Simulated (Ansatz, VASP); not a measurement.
# Sn2Ir in VASP and in Ansatz

```
CELL_PARAMETERS angstrom
0.00000 3.10431 3.10431
3.10431 0.00000 3.10431
3.10431 3.10431 0.00000
ATOMIC_POSITIONS crystal
Sn 0.25000 0.25000 0.25000
Sn 0.75000 0.75000 0.75000
Ir 0.00000 0.00000 0.00000
```

Change from the starting cell: volume scaled by 0.94, PAW files.

Alike in both runs: task electric field gradients; functional LDA; k mesh 10 × 10 × 10; occupations fermi-dirac, width 0.03 eV; no spin polarisation.

|  | VASP | Ansatz |
| --- | --- | --- |
| version | VASP 6.6.1 | Ansatz 0.2.0 |
| potentials or method | VASP PAW LDA potentials, release 64 (Sn_d, Ir) | PAW with Ansatz's default frozen-core files, scalar-relativistic |
| plane-wave cutoff (eV) | 520 | 420 |
| valence electrons in the cell | 37 | 45 |

Ansatz gave:

| Property | Result |
| --- | --- |
| pressure (GPa) | 7.0 |
| Vzz of the field gradient on the site that differs most (V/Å²) | 0.0 |

Q: Which values does VASP return?

A: Pressure (GPa): 7.5; Vzz of the field gradient on the site that differs most (V/Å²): 0.0.

The two sets of potentials don't hold the same shells in valence. Ansatz warned: «gradients_without_spin_orbit».

Spin-orbit coupling is left out, which matters for the levels of Ir.
